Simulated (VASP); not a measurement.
The system is AlN.

```
Al N
1.0
     3.11300    0.00000    0.00000
    -1.55650    2.69594    0.00000
     0.00000    0.00000    4.98100
Al N
2 2
Direct
  0.33333 0.66667 0.00000
  0.66667 0.33333 0.50000
  0.33333 0.66667 0.38000
  0.66667 0.33333 0.88000
```

* Program: VASP 6.6.1
* Task: relaxation of cell and atoms
* Functional: PBE
* Potentials or basis: VASP PAW PBE potentials, release 64 (Al, N)
* Cutoff: 600 eV
* k mesh: 8 × 8 × 4
* Occupations: gaussian, width 0.05 eV
* Spin: no spin polarisation

At the start: pressure 3.3 GPa; volume 10.45 Å³/atom.

**Question.** How do energy, volume and symmetry change on relaxing?

**Answer.** Over 3 steps the energy falls by 2.1 meV/atom and the volume is 10.62 Å³/atom (+1.7 %); space group P6_3mc (No. 186, to 0.05 Å).

Step by step:
```csv
step,energy change (eV),largest force (eV/Å),pressure (GPa),volume (Å³)
1,0.0000,0.1290,3.33,41.80
2,-0.0018,0.0912,-2.78,43.13
3,-0.0083,0.0034,0.00,42.50
```

Final structure:
```xyz
4
Lattice="3.1273 0.0000 0.0000 -1.5637 2.7084 0.0000 0.0000 0.0000 5.0176" Properties=species:S:1:pos:R:3 pbc="T T T"
Al    0.0000    1.8056    5.0142
Al    1.5637    0.9028    2.5054
N     0.0000    1.8056    1.9100
N     1.5637    0.9028    4.4188
```
